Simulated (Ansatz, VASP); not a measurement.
# Ga3CuAs3Cl in two plane-wave programs, part 2 of 2

Aim: how closely do two programs agree when they are given the same cell, functional and k mesh? The cell is generated by rule, not measured, and may not be a known phase. The cell is taken from a series of runs on this material, whose earlier steps may have relaxed, scaled, displaced or heated it; both programs get it as it stands.

VASP 6.6.1 and Ansatz 0.2.0.

So far: Set-up; VASP: relaxation of cell and atoms, PBEsol.

The structure was built from a prototype and need not be the compound's stable phase.

## 3. Ansatz: relaxation of cell and atoms, PBEsol

Level of this step: Ansatz beside VASP: Kohn-Sham DFT, plane waves, PBEsol (Ansatz).

Ansatz runs on its default PAW (the set named soft_2) files.

The same cell, functional, mesh and smearing now go to Ansatz, which takes its cutoff from its data sets.

The input, input.yaml:

```yaml
crystal:
  lattice:
    - [2.8262104274, 2.8262104274, 0.0]
    - [-2.873275597, 2.873275597, 0.0]
    - [0.0, 0.0, 11.0857907052]
  atoms:
    - { symbol: As, position: [0.5, 0.0, 0.122318056] }
    - { symbol: As, position: [0.0, 0.5, 0.3778799007] }
    - { symbol: As, position: [0.5, 0.0, 0.6326037803] }
    - { symbol: Cl, position: [0.0, 0.5, 0.878067025] }
    - { symbol: Cu, position: [0.5, 0.5, 0.7281941669] }
    - { symbol: Ga, position: [0.0, 0.0, -0.0008606623] }
    - { symbol: Ga, position: [0.5, 0.5, 0.2535231038] }
    - { symbol: Ga, position: [0.0, 0.0, 0.5082746296] }
kpoints:
  mp_grid: { grid: [10, 10, 4] }
hamiltonian:
  xc: pbesol
scf:
  occupations: { method: gaussian, width: 0.1 }
output:
  forces: true
  stress: true
  eigenvalues: true
relax:
  adjacent_minimum: "off"
  f_tol: 0.005
  max_steps: 80
  cell: { stress_tol: 0.05 }
```

Run with:

```console
> ansatz run input.yaml --threads 8 --pin off --max-ram 14336MiB --backend cpu --events-out ev --progress --plain --runs-dir out
```

Numbers of over 12 decimals in the logs are rounded to 6 here.

What it wrote:

```text
Engine: ansatz 0.2.0, aarch64-unknown-linux-gnu
Pseudopotentials: kind: paw
Pseudopotential: As, paw, valence charge 15, recommended cutoff 420 eV (normal), As.paw.azcp
Pseudopotential: Cl, paw, valence charge 7, recommended cutoff 420 eV (normal), Cl.paw.azcp
Pseudopotential: Cu, paw, valence charge 19, recommended cutoff 420 eV (normal), Cu.paw.azcp
Pseudopotential: Ga, paw, valence charge 13, recommended cutoff 420 eV (normal), Ga.paw.azcp
Functional definition: PBEsol
  exchange = pbesol_x
  correlation = pbesol_c
Crystal: 8 atoms, lattice volume = 180.044 Å³
Basis set: ecut = 420 eV, 3529 PW (Γ), exchange–correlation on 54×60×150 points (8 copies of the dense FFT grid, shifted against one another)
Bands: 66, of which v1, the nominal top of the filled ones, is band 55 counted from 1 (54 counted from 0)
Symmetry: 4 space group operations
Space group: Pmm2 (ITA 25), of the structure as read, at distance tolerance 5.6e-5 Å
k-points: 108 of 400 (time reversal used)
Non-local potential: As, projectors of the file, l = 0: 2, l = 1: 2, l = 2: 3, l = 3: 1
Non-local potential: Cl, projectors of the file, l = 0: 2, l = 1: 2, l = 2: 2
Non-local potential: Cu, projectors of the file, l = 0: 3, l = 1: 2, l = 2: 3, l = 3: 1
Non-local potential: Ga, projectors of the file, l = 0: 2, l = 1: 2, l = 2: 3, l = 3: 1
PAW form: soft (Blöchl's): semilocal exchange-correlation on the pseudo side does not see the compensation charge
PAW frozen core: As, regenerated for the run's functional, and the local potential with it (the file was generated under x = pbe(κ = 0.804, μ = 0.219515), c = pbe(β = 0.066725))
PAW frozen core: Cl, regenerated for the run's functional, and the local potential with it (the file was generated under x = pbe(κ = 0.804, μ = 0.219515), c = pbe(β = 0.066725))
PAW frozen core: Cu, regenerated for the run's functional, and the local potential with it (the file was generated under x = pbe(κ = 0.804, μ = 0.219515), c = pbe(β = 0.066725))
PAW frozen core: Ga, regenerated for the run's functional, and the local potential with it (the file was generated under x = pbe(κ = 0.804, μ = 0.219515), c = pbe(β = 0.066725))
PAW one-centre angular grid: As, 590 points (default); XC on 64 Gauss nodes
PAW one-centre angular grid: Cl, 110 points (default); XC on 64 Gauss nodes
PAW one-centre angular grid: Cu, 590 points (default); XC on 64 Gauss nodes
PAW one-centre angular grid: Ga, 590 points (default); XC on 64 Gauss nodes
Initial density: superposition of atomic densities (neutral atoms: chi_scale 0, normalization atom), corrected by the library's trained network
Initial wavefunctions: pseudopotential atomic-orbital guess
Functional: x = pbesol(κ = 0.804, μ = 0.123457), c = pbesol(β = 0.046)
SCF iter   1: F=—  HF=-33319.830492 eV  |F-HF|=—  |Δ(HF+E_count)|=         —  Δρ=6.94e-3  dr2=8.02e-2  ethr=1.77e-3  ⟨swp⟩=5.9  Hψ=23706  notcnv=0  defer=26
preconditioner: auto → LDOS  [metal: Δε(μ)=0.008 eV  Ē_g=12.911 eV  σ=0.100 eV  W_gap=0.05  n_scr=56 (ndim 8)  ℏωp=23.5 eV  f_vac=0.097  D(μ)=1.64/eV (n_scr^D=4)  β→1.0]
SCF iter   2: F=—  HF=-33319.841855 eV  |F-HF|=—  |Δ(HF+E_count)|=   1.14e-2  Δρ=9.33e-3  dr2=9.46e-2  ethr=7.29e-5  ⟨swp⟩=2.0  Hψ=14822  notcnv=0  defer=514
SCF iter   3: F=—  HF=-33319.817175 eV  |F-HF|=—  |Δ(HF+E_count)|=   2.47e-2  Δρ=4.76e-3  dr2=2.83e-2  ethr=7.29e-5  ⟨swp⟩=2.0  Hψ=13219  notcnv=0  defer=514
SCF iter   4: F=—  HF=-33319.812519 eV  |F-HF|=—  |Δ(HF+E_count)|=   4.66e-3  Δρ=1.44e-3  dr2=2.92e-3  ethr=2.58e-5  ⟨swp⟩=2.0  Hψ=9184  notcnv=0  defer=99
SCF iter   5: F=—  HF=-33319.811932 eV  |F-HF|=—  |Δ(HF+E_count)|=   5.87e-4  Δρ=4.46e-4  dr2=2.71e-4  ethr=2.66e-6  ⟨swp⟩=2.2  Hψ=10519  notcnv=0  defer=99
SCF iter   6: F=—  HF=-33319.811884 eV  |F-HF|=—  |Δ(HF+E_count)|=   4.83e-5  Δρ=4.83e-5  dr2=3.60e-6  ethr=2.46e-7  ⟨swp⟩=2.0  Hψ=11563  notcnv=0  defer=99
SCF iter   7: F=—  HF=-33319.811873 eV  |F-HF|=—  |Δ(HF+E_count)|=   1.04e-5  Δρ=1.92e-5  dr2=5.61e-7  ethr=3.27e-9  ⟨swp⟩=2.0  Hψ=10459  notcnv=0  defer=99
SCF iter   8: F=-33319.811873 eV  HF=-33319.811873 eV  |F-HF|=2.74e-8  |Δ(HF+E_count)|=   2.01e-9  Δρ=5.94e-6  dr2=7.20e-8  ethr=9.09e-11  ⟨swp⟩=9.2  Hψ=32181  notcnv=0
SCF 1 converged in 8 iterations: F = -33319.811873 eV  dr2 = 7.20e-8
  greatest PAW one-centre occupation: 1.000 electrons in one spin orbital (limit 2), on the Cu atom at site 4 (counted from 0), in its partial waves of l = 0
relax step   1: F+E_penalty+E_count = -33319.81187345 eV  Δ(F+E_penalty+E_count) = +0.000e0 eV  max|allowed force component| = 2.981e-2 eV/Å  Δτ_max = 0.0000 Å  P = +0.015 GPa  Ω = 180.044 Å³  (8 SCF iters, dr2 threshold 1.00e-7 eV, accepted)
[...]
relax step   4: F+E_penalty+E_count = -33319.81256654 eV  Δ(F+E_penalty+E_count) = -2.265e-5 eV  max|allowed force component| = 5.665e-3 eV/Å  Δτ_max = 0.0016 Å  P = +0.000 GPa  Ω = 180.021 Å³  energy of the carried Pulay correction = +4.502e-6 eV  (6 SCF iters, dr2 threshold 8.65e-9 eV, accepted)
[...]
relax step   5: F+E_penalty+E_count = -33319.81256971 eV  Δ(F+E_penalty+E_count) = -3.173e-6 eV  max|allowed force component| = 1.991e-3 eV/Å  Δτ_max = 0.0007 Å  P = +0.002 GPa  Ω = 180.023 Å³  energy of the carried Pulay correction = +4.125e-6 eV  (6 SCF iters, dr2 threshold 2.01e-9 eV, accepted)
[...]
relax step   6: F+E_penalty+E_count = -33319.81257625 eV  Δ(F+E_penalty+E_count) = -6.543e-6 eV  max|allowed force component| = 1.991e-3 eV/Å  Δτ_max = 0.0000 Å  P = +0.002 GPa  Ω = 180.023 Å³  stress off target by 2.30e-3 GPa  SCF on the basis re-selected at this cell (its energy is not comparable with the rows above)  (5 SCF iters)
basis re-selected at this cell: Δ(F+E_penalty+E_count) = -6.543e-6 eV, ΔP = -0.000 GPa vs the last step (what re-selecting the basis moved, of the pressure what is left beyond the Pulay correction that the steps carried, after the strain that the cell walked since its last selection, with what the two solves' SCF thresholds leave and, on support functions, any second-order correction that the steps lacked; it is no m [...]
SCF converged after 5 iterations
Free energy (F): -33319.812576 eV
Harris-Foulkes:  -33319.812576 eV  (|F-HF|=7.28e-11)
Internal energy: -33319.805050 eV  (E = F + TS)
E sigma→0 (E₀):  -33319.808813 eV
Entropy (-TS):   -0.007526 eV (-0.941 meV/atom)
Fermi energy:    8.006695 eV
--- Per-component energies (eV) ---
  E_band       = -1512.106064
  E_kinetic    = 1117.024124
  E_local      = -18397.708158  (includes V_loc(G=0)·N_el)
  E_nonlocal   = -298.775244
  E_hartree    = 8855.730540
  E_xc         = -634.006199
  E_vxc        = -645.306566  (∫ρ·V_xc dr)
  E_paw        = -13501.756823  (= ΣΔE_a)
  E_vpaw       = -998.800720  (= ΣTr[D̂ρ^β])
  E_aug_tail   = 0.000002  (compensation charges beyond the density's cutoff)
  E_ewald      = -10466.086146
  E_core_change = 5.772854  (= ΣΔE_core)
  E_smearing   = -0.007526  (= −TS)
  E_closure    = 0.000000  (closes the sum)
  Σ components = -33319.812576   (vs F -33319.812576, Δ=0.00e0)
--- Forces (eV/Å), atoms counted from 1 ---
  atom   1  As     0.00000000     0.00000000    -0.00027461
  atom   2  As    -0.00000000     0.00000000    -0.00070054
  atom   3  As    -0.00000000    -0.00000000     0.00052311
  atom   4  Cl    -0.00000000     0.00000000     0.00199117
  atom   5  Cu     0.00000000    -0.00000000    -0.00142671
  atom   6  Ga    -0.00000000    -0.00000000    -0.00020817
  atom   7  Ga     0.00000000    -0.00000000     0.00035573
  atom   8  Ga     0.00000000     0.00000000    -0.00026113
  max |Σ_I F_I| component: 1.15e-6 eV/Å
--- Stress (GPa, compression-positive) ---
        0.001344       0.000959      -0.000000
        0.000959       0.001344       0.000000
       -0.000000       0.000000       0.001846
  P = ⅓ Tr σ = 0.0015 GPa (0.015 kbar)
--- Band table (eV; the first three rows and the last of 108) ---
  k-point 0: bands = [... 51 lower, 6.4145, 7.0440, 7.4101, 7.5829, 8.3095, 8.9006, 8.9264, 9.7222, ... 7 higher]
  k-point 1: bands = [... 51 lower, 6.4567, 6.6695, 7.3345, 8.0464, 8.2452, 8.8444, 8.9628, 9.6942, ... 7 higher]
  k-point 2: bands = [... 51 lower, 6.5001, 6.5329, 7.2415, 8.1810, 8.3967, 8.7547, 9.0270, 9.6773, ... 7 higher]
  k-point 107: bands = [... 51 lower, 5.8716, 6.0099, 6.1741, 6.3453, 9.0469, 9.2773, 10.1291, 10.2291, ... 7 higher]
--- Relaxed structure (5 steps of the walk, 5 accepted, 1 SCFs on fresh bases) ---
  F+E_penalty+E_count = -33319.81257625 eV   max|allowed force component| = 1.991e-3 eV/Å   (the final SCF, on the basis selected at the relaxed cell)
  cell:  # Å, volume = 180.0226 Å³
    - [2.825664, 2.825664, 0]
    - [-2.884206, 2.884206, 0]
    - [0, 0, 11.044606]
  atoms:
    - { symbol: As, position: [0.5, 0, 0.122094] }
    - { symbol: As, position: [0, 0.5, 0.378011] }
    - { symbol: As, position: [0.5, 0, 0.633232] }
    - { symbol: Cl, position: [0, 0.5, 0.878184] }
    - { symbol: Cu, position: [0.500000, 0.500000, 0.727599] }
    - { symbol: Ga, position: [0, 0, -0.00111587] }
    - { symbol: Ga, position: [0.500000, 0.500000, 0.253319] }
    - { symbol: Ga, position: [0, 0, 0.508678] }
```

## 4. Side by side

Known differences besides the potentials themselves: the data sets hold 110 valence electrons in Ansatz (on its default PAW (the set named soft_2) files) and 72 in VASP; the cutoff is 420 eV in Ansatz and 600 eV in VASP; Ansatz makes its cores anew for this functional, VASP keeps those of its PBE data sets; Ansatz adds a Pulay correction to the stress that steers its cell, VASP none. Total energies have different zeros and are not compared.

Both answers:

| quantity | Ansatz | VASP | difference |
| --- | --- | --- | --- |
| volume (Å³) | 180.02 | 180.54 | -0.29 % |
| edge a after relaxation, in the typed setting (Å) | 3.996 | 3.999 | -0.08 % |
| edge b after relaxation, in the typed setting (Å) | 4.079 | 4.081 | -0.06 % |
| edge c after relaxation, in the typed setting (Å) | 11.045 | 11.060 | -0.14 % |

## 5. Results

```
difference in volume (relaxation of cell and atoms, PBEsol) : -0.29 %
```

In words: The difference in volume is -0.29 % (relaxation of cell and atoms, PBEsol), within the 1.2 % picked in this series as the mark of a large difference, as far as the stopping tolerances let one tell. The data sets hold unlike numbers of valence electrons (110 in Ansatz and 72 in VASP), so part of the differences comes from the potentials. 1 further run of this series is not shown here. Such differences can come from data sets, numerical settings and the points named under the comparisons, not from the functional's error against experiment.

[Lines on the potential files, build, host, timing and source positions are cut from VASP's logs without a mark.]

[Logs are printed without paths, hosts, clocks, repeated set-up lines and the standing remarks that a program may print on its own settings, such as how far it seeks lower states.]

[Hosts, paths, dates, database ids (printed as entryN), source tags and the programs' standing remarks are cut or masked in the printed files.]
